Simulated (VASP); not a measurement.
Here is the system:

```
GaN
1.0
    0.00000     2.26000     2.26000
    2.26000     0.00000     2.26000
    2.26000     2.26000     0.00000
Ga N
1 1
Cartesian
  0.00000   0.00000   0.00000
  1.13000   1.13000   1.13000
```

The numbers are results of PBE GGA, VASP's PBE PAW potentials (set 64) (plane waves; VASP), not measurements. Numerical set-up: PREC = Normal, 500 eV cut-off, 4×4×4 Γ-centred mesh, Gaussian smearing of 0.010 eV, potentials Ga_d_GW N_GW_new.

Task: Predict the energy per atom (σ→0), pressure, band gap (on the k-mesh) with the smallest direct gap where there is one.

Result: 
- band gap (on the k-mesh): 1.65 eV
- smallest direct gap (on the k-mesh): 1.65 eV
- energy per atom (σ→0): -6.040 eV/atom
- pressure: 28.4 kbar

Total energies compare only between runs with the same potentials, cut-off and functional.

The compound is GaN in the zinc blende structure, a metastable form; wurtzite is the usual one. The cell was not relaxed at this level. The k-mesh is coarse (spacing up to 0.60 per Å, 2π included), so the numbers may not be converged in it.
